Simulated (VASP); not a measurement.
An input for Quantum ESPRESSO's pw.x (written as the equivalent of a VASP run, and not itself run):

```
&CONTROL
  calculation = 'vc-relax'
  pseudo_dir = './pseudo'
  outdir = './out'
  tprnfor = .true.
  tstress = .true.
  nstep = 40
  forc_conv_thr = 0.00078
/
&SYSTEM
  ibrav = 0
  nat = 3
  ntyp = 2
  ecutwfc = 76
  occupations = 'smearing'
  smearing = 'methfessel-paxton'
  degauss = 0.00735
  input_dft = 'pz'
/
&ELECTRONS
  conv_thr = 7.3e-08
  electron_maxstep = 100
/
&IONS
/
&CELL
  press = 50
/
ATOMIC_SPECIES
  Zr 91.224 Zr.upf
  B 10.810 B.upf
CELL_PARAMETERS angstrom
     1.5572705   -2.6972720   -0.0000000
     1.5572705    2.6972720    0.0000000
     0.0000000    0.0000000    3.4710162
ATOMIC_POSITIONS crystal
  Zr   1.0000000  0.0000000  0.0000000
  B    0.3333330  0.6666670  0.5000000
  B    0.6666670  0.3333330  0.5000000
K_POINTS automatic
  11 11 9 0 0 0
```

Task: Write the VASP files for the same calculation (LDA).

Result: Several could match; the one computed here: 
### KPOINTS
```
Automatic mesh
0
Gamma
11 11 9
0 0 0
```

**INCAR**
```
ALGO = Normal
EDIFF = 1E-6
EDIFFG = -0.02
ENCUT = 620
IBRION = 2
ISIF = 3
ISMEAR = 1
LASPH = .True.
LCHARG = .False.
LMAXMIX = 4
LREAL = .False.
LWAVE = .False.
NELM = 100
NSW = 40
PREC = Accurate
PSTRESS = 50
SIGMA = 0.1
SYSTEM = ZrB2
```

POSCAR:
```
ZrB2
1.0
  1.5572704575  -2.6972720047   0.0000000000
  1.5572704575   2.6972720047   0.0000000000
  0.0000000000   0.0000000000   3.4710162283
Zr B
1 2
Cart
  1.5572704575  -2.6972720047   0.0000000000
  1.5572704575   0.8990924664   1.7355081141
  1.5572704575  -0.8990924664   1.7355081141
```

POTCAR, in this order: Zr_sv B (LDA.64 set). Program: vasp_std.

What does not carry over: the potentials are each code's own (VASP's PAW set, PseudoDojo norm-conserving files in pw.x), so ENCUT and ecutwfc are chosen apart and not converted; conv_thr bounds pw.x's estimated SCF error, while EDIFF bounds the energy change between steps; forc_conv_thr acts on force components and is met together with etot_conv_thr.

The compound is ZrB2 in the AlB2 type structure. It was relaxed first under an external pressure of 5 GPa.
